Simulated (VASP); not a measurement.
```
Pt3Ti
1.0
    3.94530     0.00000     0.00000
    0.00000     3.94530     0.00000
    0.00000     0.00000     3.94530
Ti Pt
1 3
Direct
  0.00000   0.00000   0.00000
  0.00000   0.50000   0.50000
  0.50000   0.00000   0.50000
  0.50000   0.50000   0.00000
```

All values below come from PBE GGA, VASP's PBE PAW potentials (set 64) (plane waves; VASP). Run with 400 eV cut-off, 7×7×7 Γ-centred mesh, first-order Methfessel-Paxton smearing of 0.10 eV, potentials Ti_sv Pt.

Unless said otherwise, spin-orbit coupling is left out, though it shifts the bands of the heavy elements here.

Estimate the energy per atom (σ→0), band gap (on the k-mesh) with the smallest direct gap where there is one.

The band gap (on the k-mesh) is none (metal, semimetal or under 0.01 eV) and the energy per atom (σ→0) is -7.385 eV/atom.

Only differences to runs with the same potentials and settings are physical.

The compound is Pt3Ti in the L1_2 structure. It was relaxed first. The start is the result of an earlier pass.
